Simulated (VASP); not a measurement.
A run of VASP 6.6.1 is set up as follows.

INCAR

```
SYSTEM = LiBeBO3
PREC = Accurate
ENCUT = 520
EDIFF = 1E-6
ISMEAR = 0
SIGMA = 0.1
LREAL = .False.
LASPH = .True.
NELM = 100
ALGO = Fast
ISIF = 2
LWAVE = .False.
LCHARG = .False.
GGA = PE
NBANDS = 38
```

KPOINTS

```
Automatic mesh
0
Gamma
  3 3 4
  0 0 0
```

File POSCAR:

```
LiBeBO3
1.0
    5.1082930000     -0.5272020000     -0.1519800000
    0.5069180000      4.8550790000     -0.2081300000
   -0.0680710000      1.1157140000      4.0833890000
Li Be B O
2 2 2 6
Direct
    0.0710184333      0.0504451804      0.6470822488
    0.3374534974      0.3621783964      0.1180691754
    0.3427900801      0.8468207020      0.2196944815
    0.7005438462      0.9745713702      0.9661823042
    0.7068990638      0.6452331643      0.3659832306
    0.5428061655      0.3740922005      0.7219962366
    0.6353764335      0.4152621924      0.9908605402
    0.9356129053      0.0718017359      0.0818622827
    0.5768680303      0.2361079300      0.5422467824
    1.0326469873      0.6949208876      0.6732717783
    0.0555859328      0.5247872438      0.4488744323
    0.4441468362      0.6992363292      0.5176456354
```

Potentials or basis: VASP PAW PBE potentials, release 64 (Li_sv, Be, B, O).

Launch:

```bash
$ cat potpaw_PBE.64/Li_sv/POTCAR potpaw_PBE.64/Be/POTCAR potpaw_PBE.64/B/POTCAR potpaw_PBE.64/O/POTCAR > POTCAR
$ mpirun -np 1 vasp_std > vasp.out
```

**Question.** What does it give for the largest force?

**Answer.** 14.466 eV/Å.

**Question.** What does it give for the band gap on the k mesh?

**Answer.** 1.25 eV, indirect (least direct gap 1.26 eV).

Forces in eV/Å, atoms in the order of the input:
```
Li   -0.288   1.177  -0.471
Li   -2.775   0.642   1.581
Be   -2.231   0.881  -3.218
Be   -1.077  -0.424  -0.098
B     1.520   1.301  -1.224
B    -0.985  11.466   5.724
O     0.203   1.246   2.615
O     5.549  -1.529   0.782
O     0.370 -12.229  -7.718
O    -1.189   1.776   2.353
O    -4.391  -1.807  -2.854
O     5.295  -2.502   2.526
```

Caveat: the k mesh is coarse (spacing up to 0.44 Å⁻¹), so the values aren't converged. A hybrid or GW would open this gap; PBE tends to underestimate it.
